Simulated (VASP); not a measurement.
Consider the following.

```
MgI2
1.0
    2.10411    -3.64442     0.00000
    2.10411     3.64442     0.00000
    0.00000     0.00000     7.56933
Mg I
1 2
Direct
  0.00000   0.00000   0.00000
  0.33333   0.66667   0.22066
  0.66667   0.33333   0.77934
```

Method: PBE GGA, VASP's PBE PAW potentials (set 64) (plane waves; VASP). Settings: 520 eV cut-off, 7×7×4 Γ-centred mesh, tetrahedra with Blöchl corrections, potentials Mg I.

The cores are frozen, which limits the accuracy of field gradients. Without a dispersion term in the relaxation, distances and binding between the weakly bound layers, chains or molecules are unreliable, and so is what depends on them.

Problem. Give the principal components of the electric field gradient (V/Å²) and the asymmetry η at each nucleus.

Solution. 
| atom | Vxx | Vyy | Vzz | η |
|---|---|---|---|---|
| Mg1 | -0.2 | -0.2 | 0.4 | - |
| I2 | 27.4 | 27.4 | -54.8 | 0.00 |
| I3 | 27.4 | 27.4 | -54.8 | 0.00 |

The compound is MgI2 in the 1T layered structure. It was relaxed first, which changed the volume by +13 %.
